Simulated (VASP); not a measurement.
Output of a VASP run:

### OSZICAR
```
       N       E                     dE             d eps       ncg     rms          rms(c)
DAV:   1    -0.651000161612E+03   -0.65100E+03   -0.85341E+00   664   0.822E+00    0.403E+00
DAV:   2    -0.651031565555E+03   -0.31404E-01   -0.19327E-01   732   0.112E+00    0.243E+00
DAV:   3    -0.651013553001E+03    0.18013E-01   -0.28858E-02   760   0.514E-01    0.131E+00
DAV:   4    -0.651009417394E+03    0.41356E-02   -0.90319E-03   744   0.245E-01    0.702E-01
DAV:   5    -0.651007953108E+03    0.14643E-02   -0.11834E-03   700   0.102E-01    0.380E-01
DAV:   6    -0.651007559456E+03    0.39365E-03   -0.54095E-04   736   0.641E-02    0.200E-01
DAV:   7    -0.651007447608E+03    0.11185E-03   -0.76942E-05   708   0.267E-02    0.109E-01
DAV:   8    -0.651007411608E+03    0.36000E-04   -0.26742E-05   540   0.176E-02    0.607E-02
DAV:   9    -0.651007402445E+03    0.91626E-05   -0.11018E-05   412   0.102E-02
   1 F= -.65100740E+03 E0= -.65100740E+03  d E =-.717445E-12  mag=     1.0000
```

**OUTCAR**
```
------------------------ aborting loop because EDIFF is reached ----------------------------------------
  volume of cell :      365.00
      direct lattice vectors                 reciprocal lattice vectors
     7.146555159  0.000000000  0.000000000     0.139927556  0.000000000  0.000000000
     0.000000000  7.146555159  0.000000000     0.000000000  0.139927556  0.000000000
     0.000000000  0.000000000  7.146555159     0.000000000  0.000000000  0.139927556
 POSITION                                       TOTAL-FORCE (eV/Angst)
 -----------------------------------------------------------------------------------
      3.57215      7.12994      0.00110         0.007950      0.016456      0.007582
      4.46261      0.87303      0.87179        -0.035126     -0.003145     -0.005161
      5.35515      1.78716      7.13348         0.019982     -0.014225     -0.004362
      6.26714      2.67912      0.88012        -0.001675      0.040549     -0.001249
      5.36847      0.00058      1.77856        -0.005422     -0.009754      0.005338
      6.27552      0.87316      2.68383         0.001325     -0.005226      0.045272
      7.14595      7.14391      0.00072        -0.003422     -0.002208      0.007646
      0.89789      0.89261      0.90006         0.007418      0.017659     -0.000887
      1.78913      1.78674      0.01603        -0.002708     -0.005880     -0.010217
      2.69509      2.68042      0.91455         0.015446     -0.018121     -0.005461
      3.57277      3.57178      0.00141        -0.000384      0.018302     -0.000934
      4.46430      4.45962      0.90047        -0.006237     -0.029550     -0.012556
      5.35583      5.35302      7.14587         0.005687      0.008598      0.000513
      6.25551      6.24533      0.89122        -0.007985     -0.001701      0.010895
      1.79050      0.00426      1.79263        -0.005752     -0.010008     -0.012911
      2.68429      0.90039      2.68668        -0.003329      0.026987     -0.013802
      3.59923      1.77007      1.78119         0.021656     -0.056331     -0.066909
      4.62767      2.50288      2.51917         0.075190     -0.124850     -0.075264
      5.36811      3.54381      1.77916         0.029512     -0.005046     -0.030420
      6.24694      4.45971      2.68292         0.008989     -0.031815      0.004412
      3.57270      0.01236      3.57453         0.001397     -0.057018      0.000551
      4.46066      0.90032      4.46275         0.010749      0.028548      0.003563
      5.36599      1.77009      3.54718         0.063365     -0.055988     -0.007618
      6.23250      2.68063      4.45143         0.006292     -0.020818     -0.006869
      5.35436      0.00405      5.35631         0.018094     -0.002333      0.012661
      6.24654      0.89289      6.24885         0.008473      0.010785     -0.002357
      7.14594      3.56519      0.00104        -0.001368     -0.045111      0.004644
      0.90372      4.46009      0.90541        -0.005374     -0.000073     -0.006324
      1.78993      5.35218      0.00284        -0.009964      0.020481     -0.003111
      2.68283      6.25716      0.88897         0.009383     -0.012067      0.016769
      0.01405      1.78701      1.79165        -0.004481     -0.008715     -0.014774
      0.91290      2.68034      2.69739        -0.006508     -0.017598      0.007810
      1.82281      3.57408      1.82452        -0.035436      0.047054     -0.034489
      2.67688      4.58505      2.67805         0.293902     -0.264828      0.294871
      3.57793      5.38791      1.77746        -0.040462      0.028265     -0.018447
      4.47396      6.26926      2.67371        -0.018702     -0.000380      0.008384
      7.14611      7.13020      3.57446        -0.003106      0.011991      0.000398
      0.86985      0.87282      4.46546        -0.006776     -0.003321     -0.052225
      1.77940      1.76992      3.60202        -0.069270     -0.060277      0.010621
      2.51805      2.50237      4.62996        -0.089308     -0.126052      0.070773
      4.46957      4.58535      4.47091        -0.309508     -0.273316     -0.303255
      5.37019      5.38787      3.56962         0.015781      0.032179      0.036679
      6.25871      6.25716      4.46418        -0.022575     -0.008896     -0.006903
      1.77702      7.14617      5.37018         0.000535      0.002229     -0.004376
      2.68141      0.87267      6.27742         0.056714     -0.002477      0.004997
      3.54549      1.76978      5.36848        -0.008094     -0.061026      0.059943
      4.44983      2.68052      6.23481        -0.009500     -0.021173      0.000143
      5.32270      3.57422      5.32443         0.036300      0.044324      0.033781
      6.24196      4.46019      6.24317         0.001050     -0.001871      0.010947
      0.00100      5.35308      1.79105         0.001124      0.008843     -0.001486
      0.88704      6.25741      2.68445         0.020718     -0.015190      0.011501
      7.14616      3.57179      3.57419        -0.000447      0.019015      0.002240
      0.89940      4.45871      4.46536        -0.020612     -0.017074      0.000269
      1.77591      5.38749      3.57865        -0.020624      0.035493     -0.023829
      2.67206      6.26852      4.47504         0.009207      0.010119     -0.007724
      7.13083      1.78702      5.35739         0.010909     -0.012642      0.011065
      0.87786      2.67867      6.26900         0.003744      0.048386     -0.001553
      1.77776      3.54280      5.36976        -0.035480      0.009272      0.033193
      2.68175      4.45893      6.24836        -0.003046     -0.021008      0.014022
      3.56820      5.38752      5.37147         0.033247      0.036142      0.019806
      4.46226      6.25736      6.25997        -0.005848     -0.012789     -0.016927
      7.14495      5.35210      5.35704        -0.005314      0.022785      0.012333
...
```
(Selected blocks of OUTCAR.)

**POSCAR**
```
C63O
1
    7.1465551590     0.0000000000     0.0000000000
    0.0000000000     7.1465551590     0.0000000000
    0.0000000000     0.0000000000     7.1465551590
C O
63 1
Direct
  0.4998416029   0.9976755375   0.0001533049
  0.6244414611   0.1221608060   0.1219876369
  0.7493334711   0.2500725965   0.9981706281
  0.8769454984   0.3748832749   0.1231536431
  0.7511964290   0.0000809839   0.2488691257
  0.8781184871   0.1221786236   0.3755420867
  0.9999146619   0.9996296495   0.0001008806
  0.1256398905   0.1249009411   0.1259437631
  0.2503488384   0.2500137727   0.0022433523
  0.3771167637   0.3750643279   0.1279713698
  0.4999284912   0.4997898010   0.0001968621
  0.6246786797   0.6240239666   0.1260008960
  0.7494275137   0.7490355400   0.9999036179
  0.8753175329   0.8738944261   0.1247058816
  0.2505399272   0.0005958003   0.2508379997
  0.3756067670   0.1259896983   0.3759408261
  0.5036315695   0.2476820763   0.2492373068
  0.6475392193   0.3502222182   0.3525006305
  0.7511458394   0.4958761671   0.2489541260
  0.8741194551   0.6240362813   0.3754142260
  0.4999187066   0.0017289162   0.5001751240
  0.6241687812   0.1259800129   0.6244623140
  0.7508503246   0.2476849802   0.4963488016
  0.8720982973   0.3750943711   0.6228773397
  0.7492231080   0.0005670313   0.7494958238
  0.8740637777   0.1249405835   0.8743864607
  0.9999142481   0.4988679915   0.0001454463
  0.1264549461   0.6240892216   0.1266914181
  0.2504610812   0.7489173791   0.0003974610
  0.3754025375   0.8755485948   0.1243916087
  0.0019665339   0.2500525752   0.2507018921
  0.1277403661   0.3750534267   0.3774386015
  0.2550613827   0.5001128160   0.2553004105
  0.3745686950   0.6415745626   0.3747332710
  0.5006513310   0.7539172594   0.2487160449
  0.6260298730   0.8772424728   0.3741252384
  0.9999376081   0.9977114850   0.5001655571
  0.1217158595   0.1221319750   0.6248412076
  0.2489872546   0.2476606199   0.5040217241
  0.3523447355   0.3501503737   0.6478590589
  0.6254157274   0.6416167778   0.6256033781
  0.7514380036   0.7539119806   0.4994877441
  0.8757665139   0.8755497788   0.6246615451
  0.2486539527   0.9999463415   0.7514358001
  0.3752035385   0.1221101181   0.8783843978
  0.4961120322   0.2476410242   0.7511981867
  0.6226535834   0.3750791017   0.8724224145
  0.7447924120   0.5001315195   0.7450344134
  0.8734217219   0.6241028078   0.8735910217
  0.0001405878   0.7490431688   0.2506166327
  0.1241213397   0.8755843420   0.3756288125
  0.9999451764   0.4997914176   0.5001276971
  0.1258513498   0.6238970030   0.6248268316
  0.2484980989   0.7538577975   0.5007520326
  0.3738954653   0.8771388806   0.6261814560
  0.9977994067   0.2500540251   0.7496467704
  0.1228363292   0.3748200922   0.8772063580
  0.2487582347   0.4957349342   0.7513771204
  0.3752500906   0.6239273757   0.8743184293
  0.4992899255   0.7538630907   0.7516160395
  0.6243933396   0.8755772936   0.8759427105
  0.9997754642   0.7489059831   0.7495980183
  0.1245622676   0.8737221195   0.8755382552
  0.4998718917   0.5472358890   0.5002699666
```

Q: Reconstruct the remaining input files.

A: Several could match; the one computed here: the input of the run itself, HSE06 screened hybrid, plane waves, VASP's PBE PAW potentials (set 64).

**INCAR**
```
ISIF = 0
NELECT = 259.0
LWAVE = .False.
LASPH = .True.
NUPDOWN = 1
EDIFF = 1E-5   # SCF stop (eV)
SYSTEM = C63O
PREC = Normal
LHFCALC = .True.
LREAL = Auto   # projection in real space or not
AEXX = 0.25
LCHARG = .False.
ENCUT = 400   # plane-wave cut-off (eV)
NELMIN = 4
ISPIN = 2   # spin-polarised
LORBIT = 10
ISYM = 0
PRECFOCK = Fast
SIGMA = 0.05
GGA = PE
MAGMOM = 64*0.0156
NELM = 50
ALGO = Normal
ISMEAR = 0   # Gaussian
HFSCREEN = 0.2
```

KPOINTS:
```
Automatic mesh
0
Gamma
1 1 1
0 0 0
```

POTCAR, in this order: C O (PBE.64 set). Program: vasp_gam. Read from the step before: WAVECAR.

The cell is charged, with a uniform compensating background. The supercell is sampled at Γ alone, which is coarse: total energies, pressure and levels can be off, energies of defects by several tenths of an eV.

The cell is a supercell with a defect, built from C (diamond): O_C, charge -1. The cell's shape comes from a PBE relaxation.
